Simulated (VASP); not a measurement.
Computed with PBEsol GGA, VASP's PBE PAW potentials (set 64) (plane waves; VASP 6.6.1).

VASP ran on this input.

**POSCAR**
```
TiO2
1.0
  4.4090681856   0.0000000000   0.0000000000
  0.0000000000   4.4090681856   0.0000000000
  0.0000000000   0.0000000000   2.8761716610
Ti O
2 4
direct
  0.0000000000   0.0000000000   0.0000000000
  0.5000000000   0.5000000000   0.5000000000
  0.3017350106   0.3017350106   0.0000000000
  0.8017350106   0.1982649894   0.5000000000
  0.1982649894   0.8017350106   0.5000000000
  0.6982649894   0.6982649894   0.0000000000
```

File KPOINTS:
```
K-points
0
G
 5 5 8
```

### INCAR
```
SYSTEM  =  TiO2
PREC  =  Accurate; ENCUT  =  620; LREAL  =  .FALSE.
LASPH  =  .TRUE.
EDIFF  =  1E-6; NELM  =  100; ALGO  =  Normal
LMAXMIX  =  4
ISMEAR  =  0; SIGMA  =  0.05
GGA  =  PS
IBRION  =  2; NSW  =  40; ISIF  =  3
EDIFFG  =  -0.02; PSTRESS  =  450
LWAVE  =  .FALSE.; LCHARG  =  .FALSE.
```

POTCAR, in this order: Ti_sv O (PBE.64 set). Program: vasp_std.

### Question
What will the output report for the number of irreducible k-points (NKPTS), largest plane-wave count, number of space-group operations, FFT grid (NGX, NGY, NGZ)?

### Answer

* **number of irreducible k-points (NKPTS)**: 30
* **largest plane-wave count**: 1984
* **number of space-group operations**: 16
* **FFT grid (NGX, NGY, NGZ)**: 36 × 36 × 24

The compound is TiO2 in the rutile structure. This run relaxes it under an external pressure of 45 GPa. Symmetry was kept, so distortions that lower it aren't found.
